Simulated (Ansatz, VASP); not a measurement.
# SnCl: VASP beside Ansatz

Wanted: the spread between two codes on one cell, functional and k mesh. Of the first pair: The structure shown is the end of the Ansatz relaxation below.

Calculated with Ansatz 0.2.0; plane waves, with VASP 6.6.1 beside it; single point at PBEsol.

### 1. Starting point

The cell holds 4 atoms: 2 Cl and 2 Sn. Its edges and angles: a = 4.834 Å, b = 4.834 Å, c = 35.154 Å, α = 90.0°, β = 90.0°, γ = 120.0°. Vacuum lies along c.

### 2. Ansatz: relaxation, PBEsol

Ansatz runs on its PAW soft_1 files.

This run makes the geometry at which the two programs are then compared.

input.yaml reads:

```yaml
crystal:
  lattice:
    - [4.8344426405, 0.0, 0.0]
    - [-2.4172213203, 4.1867501399, 0.0]
    - [0.0, 0.0, 35.153521618]
  atoms:
    - { symbol: Cl, position: [0.0, 0.0, 0.1892019121] }
    - { symbol: Cl, position: [0.3333333333, 0.6666666667, 0.3420890978] }
    - { symbol: Sn, position: [0.0, 0.0, 0.2561170797] }
    - { symbol: Sn, position: [0.3333333333, 0.6666666667, 0.2751739301] }
  periodic: [true, true, false]
kpoints:
  mp_grid: { grid: [12, 12, 1] }
hamiltonian:
  xc: pbesol
  pseudopotentials: { kind: paw, azcp: { folder: soft_1 }, xc_functional: pbe }
scf:
  occupations: { method: gaussian, width: 0.1 }
output:
  forces: true
  stress: true
  eigenvalues: true
  write_density: true
  write_potential: true
  elf: true
  volumetric_format: npy
relax:
  adjacent_minimum: "off"
  f_tol: 0.005
  max_steps: 80
  cell: { stress_2d_tol: 0.02 }
```

Launch:

```
ansatz run input.yaml --threads 4 --pin off --max-ram 16384MiB --backend cpu --events-out ev --progress --plain --runs-dir out
```

Numbers of over 12 decimals in the logs are rounded to 6 here.

The log of the run:

```text
Engine: ansatz 0.2.0, x86_64-unknown-linux-gnu
Pseudopotentials: kind: paw
Pseudopotential: Cl, paw, valence charge 7, recommended cutoff 420 eV (normal), soft_1/Cl.paw.azcp
Pseudopotential: Sn, paw, valence charge 14, recommended cutoff 420 eV (normal), soft_1/Sn.paw.azcp
Functional definition: PBEsol
  exchange = pbesol_x
  correlation = pbesol_c
Crystal: 4 atoms, lattice volume = 711.528 Å³
Basis set: ecut = 420 eV, 13749 PW (Γ), exchange–correlation on 72×72×480 points (8 copies of the dense FFT grid, shifted against one another)
Bands: 26, of which v1, the nominal top of the filled ones, is band 21 counted from 1 (20 counted from 0)
Symmetry: 12 space group operations
Space group: P-3m1 (ITA 164), of the structure as read, at distance tolerance 8.9e-5 Å
k-points: 19 of 144
Non-local potential: Cl, projectors of the file, l = 0: 2, l = 1: 2, l = 2: 1
Non-local potential: Sn, projectors of the file, l = 0: 2, l = 1: 2, l = 2: 2, l = 3: 1
PAW form: soft (Blöchl's): semilocal exchange-correlation on the pseudo side does not see the compensation charge
PAW frozen core: Cl, regenerated for the run's functional, and the local potential with it (the file was generated under x = pbe(κ = 0.804, μ = 0.219515), c = pbe(β = 0.066725))
PAW frozen core: Sn, regenerated for the run's functional, and the local potential with it (the file was generated under x = pbe(κ = 0.804, μ = 0.219515), c = pbe(β = 0.066725))
PAW one-centre angular grid: Cl, 110 points (default); XC on 64 Gauss nodes
PAW one-centre angular grid: Sn, 590 points (default); XC on 64 Gauss nodes
Initial density: superposition of atomic densities (neutral atoms: chi_scale 0, normalization atom)
Initial wavefunctions: pseudopotential atomic-orbital guess
Functional: x = pbesol(κ = 0.804, μ = 0.123457), c = pbesol(β = 0.046)
SCF iter   1: F=—  HF=-14023.986683 eV  |F-HF|=—  |Δ(HF+E_count)|=         —  Δρ=1.18e-2  dr2=2.05e0  ethr=3.10e-3  ⟨swp⟩=11.9  Hψ=3557  notcnv=0
preconditioner: auto → LDOS  [insulator: Δε(μ)=0.719 eV  Ē_g=7.779 eV  σ=0.100 eV  W_gap=0.64  n_scr=72 (ndim 8)  ℏωp=5.9 eV  f_vac=0.768  D(μ)=0.26/eV (n_scr^D=2)  ε∞_Penn≈1.6  β→1.0]
SCF iter   2: F=—  HF=-14024.692085 eV  |F-HF|=—  |Δ(HF+E_count)|=   7.05e-1  Δρ=1.68e-2  dr2=5.76e0  ethr=3.10e-3  ⟨swp⟩=6.4  Hψ=1650  notcnv=0  defer=18  recentre
SCF iter   3: F=—  HF=-14023.484234 eV  |F-HF|=—  |Δ(HF+E_count)|=    1.21e0  Δρ=3.99e-3  dr2=2.84e-1  ethr=3.10e-3  ⟨swp⟩=5.5  Hψ=1496  notcnv=0  defer=16
SCF iter   4: F=—  HF=-14023.418628 eV  |F-HF|=—  |Δ(HF+E_count)|=   6.56e-2  Δρ=6.64e-4  dr2=4.90e-3  ethr=6.77e-4  ⟨swp⟩=3.8  Hψ=957  notcnv=0  defer=18
SCF iter   5: F=—  HF=-14023.416961 eV  |F-HF|=—  |Δ(HF+E_count)|=   1.67e-3  Δρ=1.26e-4  dr2=1.20e-4  ethr=1.17e-5  ⟨swp⟩=3.9  Hψ=1196  notcnv=0  defer=18
SCF iter   6: F=—  HF=-14023.416979 eV  |F-HF|=—  |Δ(HF+E_count)|=   1.85e-5  Δρ=4.40e-5  dr2=8.82e-6  ethr=2.85e-7  ⟨swp⟩=2.9  Hψ=1041  notcnv=0  defer=18
SCF iter   7: F=—  HF=-14023.416978 eV  |F-HF|=—  |Δ(HF+E_count)|=   1.42e-6  Δρ=5.91e-6  dr2=2.48e-7  ethr=2.10e-8  ⟨swp⟩=3.3  Hψ=1075  notcnv=0  defer=18
iter 8 did not close the SCF: its close was put off until two iterations running show no level that it waits for move by more than its bar (scf_convergence_deferred on its scf_iter line)
SCF iter   8: F=-14023.416978 eV  HF=-14023.416978 eV  |F-HF|=6.28e-8  |Δ(HF+E_count)|=   4.33e-7  Δρ=1.54e-6  dr2=1.23e-8  ethr=2.38e-10  ⟨swp⟩=32.1  Hψ=6112  notcnv=0
iter 9 did not close the SCF: its close was put off until two iterations running show no level that it waits for move by more than its bar (scf_convergence_deferred on its scf_iter line)
[...]
SCF 1 converged in 10 iterations: F = -14023.416978 eV  dr2 = 9.10e-11
  greatest PAW one-centre occupation: 0.991 electrons in one spin orbital (limit 2), on the Sn atom at site 3 (counted from 0), in its partial waves of l = 2
relax step   1: F+E_penalty+E_count = -14023.41697839 eV  Δ(F+E_penalty+E_count) = +0.000e0 eV  max|allowed force component| = 3.118e-3 eV/Å  Δτ_max = 0.0000 Å  P = -0.016 N/m  Ω = 711.528 Å³  fix = [c, alpha, beta]  reactions: c +0.000 N/m  (10 SCF iters, dr2 threshold 1.00e-7 eV, accepted)
Initial density: handed on by an earlier stage of this run
Initial wavefunctions: pseudopotential atomic-orbital guess (no wavefunctions were taken with the density)
iter 1 solved again at ethr=1.04e-6 eV; its pass at ethr=3.10e-3 eV (dr2=4.37e-4 eV) is discarded
SCF iter   1: F=—  HF=-14023.417001 eV  |F-HF|=—  |Δ(HF+E_count)|=         —  Δρ=2.05e-6  dr2=3.58e-8  ethr=1.04e-6  ⟨swp⟩=4.6  Hψ=5537  notcnv=0
eigensolver tolerance schedule: the retry pair's looser diagonalisation over-reported the residual by 12217.13 of it (diagonalisation noise at an unbounded share of the residual, at the tolerance the schedule requests for it); recorded, not acted on — ethr = c·dr2/N_el stays at c = 1.0e-1
preconditioner: auto → LDOS  [insulator: Δε(μ)=0.613 eV  Ē_g=7.192 eV  σ=0.100 eV  W_gap=0.66  n_scr=72 (ndim 8)  ℏωp=5.9 eV  f_vac=0.774  D(μ)=0.27/eV (n_scr^D=2)  ε∞_Penn≈1.7  β→1.0]
SCF iter   2: F=—  HF=-14023.416978 eV  |F-HF|=—  |Δ(HF+E_count)|=   2.23e-5  Δρ=3.96e-6  dr2=1.96e-7  ethr=8.51e-11  ⟨swp⟩=6.1  Hψ=1984  notcnv=0
SCF iter   3: F=—  HF=-14023.416978 eV  |F-HF|=—  |Δ(HF+E_count)|=   5.52e-8  Δρ=1.33e-6  dr2=1.22e-8  ethr=8.51e-11  ⟨swp⟩=3.2  Hψ=1024  notcnv=0
SCF iter   4: F=—  HF=-14023.416978 eV  |F-HF|=—  |Δ(HF+E_count)|=   1.88e-9  Δρ=9.37e-7  dr2=7.94e-9  ethr=2.90e-11  ⟨swp⟩=2.2  Hψ=702  notcnv=0
SCF iter   5: F=—  HF=-14023.416978 eV  |F-HF|=—  |Δ(HF+E_count)|=   1.08e-9  Δρ=6.82e-7  dr2=4.22e-9  ethr=1.89e-11  ⟨swp⟩=1.5  Hψ=579  notcnv=0
SCF iter   6: F=—  HF=-14023.416978 eV  |F-HF|=—  |Δ(HF+E_count)|=  6.77e-10  Δρ=5.15e-7  dr2=2.39e-9  ethr=1.00e-11  ⟨swp⟩=1.7  Hψ=662  notcnv=0
SCF iter   7: F=—  HF=-14023.416978 eV  |F-HF|=—  |Δ(HF+E_count)|=  6.75e-10  Δρ=2.02e-7  dr2=3.18e-10  ethr=5.69e-12  ⟨swp⟩=2.8  Hψ=938  notcnv=0
SCF iter   8: F=—  HF=-14023.416978 eV  |F-HF|=—  |Δ(HF+E_count)|=  3.33e-10  Δρ=1.14e-7  dr2=1.12e-10  ethr=1.00e-12  ⟨swp⟩=2.2  Hψ=682  notcnv=0
SCF iter   9: F=-14023.416978 eV  HF=-14023.416978 eV  |F-HF|=1.09e-11  |Δ(HF+E_count)|=  6.18e-11  Δρ=1.08e-8  dr2=9.88e-13  ethr=1.00e-12  ⟨swp⟩=13.4  Hψ=4148  notcnv=0
SCF 2 converged in 9 iterations: F = -14023.416978 eV  dr2 = 9.88e-13
relax step   2: F+E_penalty+E_count = -14023.41697839 eV  Δ(F+E_penalty+E_count) = -4.729e-11 eV  max|allowed force component| = 3.111e-3 eV/Å  Δτ_max = 0.0000 Å  P = -0.016 N/m  Ω = 711.528 Å³  fix = [c, alpha, beta]  reactions: c +0.000 N/m  stress off target by 1.60e-2 N/m on what of the cell is left free  SCF on the basis re-selected at this cell (its energy is not comparable with the rows above)  (9 SCF iters)
basis re-selected at this cell: Δ(F+E_penalty+E_count) = -4.729e-11 eV, ΔP = +0.000 N/m vs the last step (what re-selecting the basis moved, of the pressure what is left beyond the Pulay correction that the steps carried, after the strain that the cell walked since its last selection, with what the two solves' SCF thresholds leave and, on support functions, any second-order correction that the steps lacked; it is no  [...]
WARN: The output density's exchange-correlation potential varies sharply where the density is thin. Do not read a vacuum level from v_tot or v_xc, or from such a field of the output density. On a cell that repeats whose density bears no net charge and no dipole along the vacuum's axis use v_es (v_loc + v_h of the components); under efield.dipole_correction with no amplitude use v_es + v_field, which holds any externa [...]
SCF converged after 9 iterations
Free energy (F): -14023.416978 eV
Harris-Foulkes:  -14023.416978 eV  (|F-HF|=1.09e-11)
Internal energy: -14023.415616 eV  (E = F + TS)
E sigma→0 (E₀):  -14023.416297 eV
Entropy (-TS):   -0.001362 eV (-0.341 meV/atom)
Fermi energy:    -6.323859 eV
--- Per-component energies (eV) ---
  E_band       = -810.367227
  E_kinetic    = 639.427356
  E_local      = -58112.479602  (includes V_loc(G=0)·N_el)
  E_nonlocal   = 357.488634
  E_hartree    = 28674.740959
  E_xc         = -459.722054
  E_vxc        = -389.476061  (∫ρ·V_xc dr)
  E_paw        = -9875.895893  (= ΣΔE_a)
  E_vpaw       = -654.810221  (= ΣTr[D̂ρ^β])
  E_aug_tail   = 0.000794  (compensation charges beyond the density's cutoff)
  E_ewald      = 24752.297646
  E_core_change = 0.726543  (= ΣΔE_core)
  E_smearing   = -0.001362  (= −TS)
  E_closure    = 0.000000  (closes the sum)
  Σ components = -14023.416978   (vs F -14023.416978, Δ=0.00e0)
--- Forces (eV/Å), atoms counted from 1 ---
  atom   1  Cl     0.00000000     0.00000000     0.00064602
  atom   2  Cl    -0.00000000    -0.00000000    -0.00064602
  atom   3  Sn     0.00000000     0.00000000    -0.00311079
  atom   4  Sn    -0.00000000    -0.00000000     0.00311079
  max |Σ_I F_I| component: 3.70e-17 eV/Å
--- 2D stress c σ (N/m, compression-positive) ---
       -0.015981      -0.000000      -0.000000
       -0.000000      -0.015981      -0.000000
        0.000000       0.000000       0.000000
  P = ½ c Tr σ = -0.0160 N/m
--- Band table (eV; the first three rows and the last of 19) ---
  k-point 0: bands = [... 17 lower, -8.5240, -8.5240, -6.7959, -6.3532, -6.3532, -4.4335, -3.1069, -3.1069, ... 1 higher]
  k-point 1: bands = [... 17 lower, -8.5359, -8.5263, -7.3382, -6.4378, -5.7405, -4.3837, -3.1350, -2.9087, ... 1 higher]
  k-point 2: bands = [... 17 lower, -8.5677, -8.5341, -7.8384, -6.6314, -5.1463, -4.2449, -2.9797, -2.3852, ... 1 higher]
  k-point 18: bands = [... 17 lower, -8.7409, -8.4882, -8.4882, -7.7252, -2.8886, -2.8886, -1.9968, -1.9968, ... 1 higher]
--- Relaxed structure (1 steps of the walk, 1 accepted, 1 SCFs on fresh bases) ---
  F+E_penalty+E_count = -14023.41697839 eV   max|allowed force component| = 3.111e-3 eV/Å   (the final SCF, on the basis selected at the relaxed cell)
  cell:  # Å, volume = 711.5285 Å³
    - [4.834443, 2.8867415246081315e-11, 0.0]
    - [-2.417221, 4.186750, 0.0]
    - [0.0, 0.0, 35.153521618]
  atoms:
    - { symbol: Cl, position: [9.251858539620032e-18, -5.08852219630634e-17, 0.189202] }
    - { symbol: Cl, position: [0.333333, 0.666667, 0.342089] }
    - { symbol: Sn, position: [9.251858539620032e-18, -5.08852219630634e-17, 0.256117] }
    - { symbol: Sn, position: [0.333333, 0.666667, 0.275174] }
```

Reading the cycles: dr2 is the Hartree energy of the density residual (eV), the measure of convergence; HF is the Harris–Foulkes estimate of the energy, which meets the free energy F at convergence.

### 3. VASP: single point, PBEsol, relaxed cell, pair 1

The same cell, functional, mesh and smearing now go to VASP, with its own data sets.

Lines of VASP's logs that name or quote its potential files are left out, and so is its time.

INCAR reads:

```
SYSTEM = SnCl
PREC = Accurate
ENCUT = 400
EDIFF = 1E-06
NELM = 120
ISMEAR = 0
SIGMA = 0.1
LREAL = .FALSE.
ALGO = Normal
GGA = PS
NBANDS = 27
LORBIT = 11
LWAVE = .FALSE.
LCHARG = .FALSE.
ISIF = 2
LDIPOL = .TRUE.
IDIPOL = 3
DIPOL = 0.5 0.5 0.266
LVHAR = .TRUE.
LASPH = .TRUE.
GGA_COMPAT = .FALSE.
NELMDL = -8
KPAR = 2
```

POSCAR reads:

```
SnCl
1.0
    4.8344426406      0.0000000000      0.0000000000
   -2.4172213203      4.1867501398      0.0000000000
    0.0000000000      0.0000000000     35.1535216180
Cl Sn
2 2
Direct
    0.0000000000      0.0000000000      0.1892019121
    0.3333333333      0.6666666667      0.3420890978
    0.0000000000      0.0000000000      0.2561170797
    0.3333333333      0.6666666667      0.2751739301
```

KPOINTS reads:

```
Automatic mesh
0
Gamma
12 12 1
0 0 0
```

The projector-augmented-wave data sets are Cl and Sn_d (PBE family, release 64).

Launch:

```
mpirun -np 2 vasp_std
```

The log of the run:

```text
[banner, memory and clock lines left out]
running    2 mpi-ranks, on    1 nodes
 distrk:  each k-point on    1 cores,    2 groups
 distr:  one band on    1 cores,    1 groups

 POSCAR found type information on POSCAR ClSn
 POSCAR found :  2 types and       4 ions
|                                                                             |
|               ----> ADVICE to this user running VASP <----                  |
|                                                                             |
|     You enforced a specific xc type in the INCAR file but a different       |
|     [... a line on the potential file left out ...]
|     I HOPE YOU KNOW WHAT YOU ARE DOING!                                     |
|                                                                             |

 LDA part: xc-table for (Slater+PW92), standard interpolation
 POSCAR, INCAR and KPOINTS ok, starting setup
 FFT: planning ... GRIDC
 FFT: planning ... GRID_SOFT
 FFT: planning ... GRID
 WAVECAR not read
 entering main loop
       N       E                     dE             d eps       ncg     rms          rms(c)
DAV:   1     0.284335118618E+03    0.28434E+03   -0.15607E+04  1378   0.941E+02
DAV:   2     0.328455482623E+02   -0.25149E+03   -0.24739E+03  1260   0.245E+02
DAV:   3    -0.134853716367E+02   -0.46331E+02   -0.46075E+02  1269   0.108E+02
DAV:   4    -0.151397159147E+02   -0.16543E+01   -0.16496E+01  1213   0.262E+01
DAV:   5    -0.151813463665E+02   -0.41630E-01   -0.41622E-01  1403   0.457E+00
DAV:   6    -0.151823345142E+02   -0.98815E-03   -0.98812E-03  1422   0.686E-01
DAV:   7    -0.151823524214E+02   -0.17907E-04   -0.17907E-04  1558   0.875E-02
DAV:   8    -0.151823527613E+02   -0.33985E-06   -0.33978E-06  1302   0.118E-02    0.687E+00
DAV:   9    -0.146698061276E+02    0.51255E+00   -0.80044E-01  1420   0.827E+00    0.448E+00
DAV:  10    -0.146164204478E+02    0.53386E-01   -0.46367E-01  1362   0.488E+00    0.128E+00
DAV:  11    -0.146109999697E+02    0.54205E-02   -0.94099E-02  1338   0.232E+00    0.338E-01
DAV:  12    -0.146118771101E+02   -0.87714E-03   -0.76179E-03  1301   0.472E-01    0.171E-01
DAV:  13    -0.146125189422E+02   -0.64183E-03   -0.23986E-03  1352   0.316E-01    0.878E-02
DAV:  14    -0.146134486062E+02   -0.92966E-03   -0.11564E-03  1141   0.196E-01    0.397E-02
[...]
DAV:  19    -0.146148225146E+02   -0.17548E-03   -0.17916E-05  1110   0.142E-02    0.266E-03
DAV:  20    -0.146149009188E+02   -0.78404E-04   -0.57232E-06  1122   0.871E-03    0.307E-03
DAV:  21    -0.146149306946E+02   -0.29776E-04   -0.10322E-06  1069   0.410E-03    0.105E-03
DAV:  22    -0.146149492729E+02   -0.18578E-04   -0.70746E-07  1032   0.279E-03    0.477E-04
DAV:  23    -0.146149592980E+02   -0.10025E-04   -0.16714E-07   964   0.180E-03    0.390E-04
DAV:  24    -0.146149606521E+02   -0.13541E-05   -0.17491E-08   693   0.839E-04    0.239E-04
DAV:  25    -0.146149621974E+02   -0.15453E-05   -0.13628E-08   678   0.633E-04    0.996E-05
DAV:  26    -0.146149626551E+02   -0.45768E-06   -0.29544E-09   629   0.414E-04
   1 F= -.14614963E+02 E0= -.14614282E+02  d E =-.136130E-02
```

From OUTCAR (step 3):

```text
ion  position               nearest neighbor table
   1  0.000  0.000  0.189-   3 2.35
   2  0.333  0.667  0.342-   4 2.35
   3  0.000  0.000  0.256-   1 2.35   4 2.87   4 2.87   4 2.87
   4  0.333  0.667  0.275-   2 2.35   3 2.87   3 2.87   3 2.87

  LATTYP: Found a hexagonal cell.
 ALAT       =     4.8344426406
 C/A-ratio  =     7.2714735144

 Subroutine GETGRP returns: Found 12 space group operations
 (whereof  6 operations were pure point group operations)

The static configuration has the point symmetry C_3v.
 The point group associated with its full space group is D_3d.

 Found     19 irreducible k-points:

   k-points           NKPTS =     19   k-points in BZ     NKDIM =     19   number of bands    NBANDS=     27

   dimension x,y,z NGX =    32 NGY =   32 NGZ =  240
   dimension x,y,z NGXF=    64 NGYF=   64 NGZF=  480

   ENCUT  =  400.0 eV  29.40 Ry    5.42 a.u.   7.88  7.88 57.33*2*pi/ulx,y,z

   NELECT =      42.0000    total number of electrons

 k-points in reciprocal lattice and weights: Automatic mesh
   0.00000000  0.00000000  0.00000000       0.007
   0.08333333  0.00000000  0.00000000       0.042
   0.16666667  0.00000000  0.00000000       0.042
   0.25000000 -0.00000000  0.00000000       0.042
   0.33333333 -0.00000000  0.00000000       0.042
   0.41666667 -0.00000000  0.00000000       0.042
   0.50000000 -0.00000000  0.00000000       0.021
   0.08333333  0.08333333  0.00000000       0.042
   0.16666667  0.08333333  0.00000000       0.083
[...]
0.33333333  0.25000000  0.00000000       0.083
   0.33333333  0.33333333  0.00000000       0.014

 dipolmoment           0.000000      0.000000      0.000004 electrons x Angstroem

 average (electrostatic) potential at core
       1 -99.7608       2 -99.7608       3-111.2846       4-111.2846

 E-fermi :  -4.6713

 k-point     1 :       0.0000    0.0000    0.0000
  band No.  band energies     occupation
    ...
     18      -6.8810      2.00000
     19      -6.8810      2.00000
     20      -5.1338      2.00000
     21      -4.7006      1.32108
     22      -4.7006      1.32108
     23      -2.7737      0.00000
     24      -1.4501      0.00000
     25      -1.4501      0.00000
     26       0.4210      0.00000
     27       1.2722      0.00000

 k-point     2 :       0.0833    0.0000    0.0000
  band No.  band energies     occupation
    ...
     17      -7.1688      2.00000
     18      -6.8928      2.00000
     19      -6.8833      2.00000
     20      -5.6817      2.00000
     21      -4.7853      1.89305
     22      -4.0835      0.00000
     23      -2.7239      0.00000
     24      -1.4783      0.00000
     25      -1.2517      0.00000
     26       0.5590      0.00000
    ...

 k-point     3 :       0.1667    0.0000    0.0000
  band No.  band energies     occupation
    ...
     17      -7.2315      2.00000
     18      -6.9243      2.00000
     19      -6.8912      2.00000
     20      -6.1864      2.00000
     21      -4.9794      1.99999
     22      -3.4885      0.00000
     23      -2.5851      0.00000
     24      -1.3227      0.00000
     25      -0.7276      0.00000
     26       0.8760      0.00000
    ...

  Total       -0.0815423     -0.0815423     -0.1212260      0.0000000      0.0000000      0.0000000
  in kB       -0.1836122     -0.1836122     -0.2729694      0.0000000      0.0000000      0.0000000
  external PRESSURE =      -0.2133979 kB  Pullay stress =       0.0000000 kB

  energy-cutoff  :      400.00
  volume of cell :      711.53
      direct lattice vectors                 reciprocal lattice vectors
     4.834442641  0.000000000  0.000000000     0.206849077  0.119424371  0.000000000
    -2.417221320  4.186750140  0.000000000     0.000000000  0.238848741  0.000000000
     0.000000000  0.000000000 35.153521618     0.000000000  0.000000000  0.028446652

 POSITION                                       TOTAL-FORCE (eV/Angst)
 -----------------------------------------------------------------------------------
      0.00000      0.00000      6.65111         0.000000      0.000000      0.014433
     -0.00000      2.79117     12.02564        -0.000000     -0.000000     -0.014433
      0.00000      0.00000      9.00342        -0.000000      0.000000     -0.015848
     -0.00000      2.79117      9.67333         0.000000      0.000000      0.015848
 -----------------------------------------------------------------------------------
    total drift:                                0.000000     -0.000000      0.000173

  FREE ENERGIE OF THE ION-ELECTRON SYSTEM (eV)
  ---------------------------------------------------
  free  energy   TOTEN  =       -14.6149626551 eV

  energy  without entropy=      -14.6136013564  energy(sigma->0) =      -14.61428201

 vacuum level on the upper side and lower side of the slab         1.639         1.639

 total charge
# of ion       s       p       d       tot
------------------------------------------
    1        1.597   3.467   0.000   5.063
    2        1.597   3.467   0.000   5.063
    3        1.177   1.101  10.008  12.286
    4        1.177   1.101  10.008  12.286
--------------------------------------------------
tot          5.547   9.136  20.015  34.699

[... 3 further parts left out ...]
```

The run ends at a pressure of -0.02 GPa, with forces up to 0.016 eV/Å.

### 4. Differences

Known differences besides the potentials themselves: Ansatz cuts the interaction across the vacuum, VASP repeats the sheet with a dipole correction; the cutoff is 420 eV in Ansatz and 400 eV in VASP; Ansatz makes its cores anew for this functional, VASP keeps those of its PBE data sets. Total energies have different zeros and are not compared.

At this near-relaxed geometry the largest component of a force difference is 14 meV/Å. With vacuum in the cell, a pressure given here is an average over mostly empty space and none of the material.

(Continued in part 2 of 2.)

[Lines on the potential files, build, host, timing and source positions are cut from VASP's logs without a mark.]

[Logs are printed without paths, hosts, clocks, repeated set-up lines and the standing remarks that a program may print on its own settings, such as how far it seeks lower states.]

[Hosts, paths, dates, database ids (printed as entryN), source tags and the programs' standing remarks are cut or masked in the printed files.]
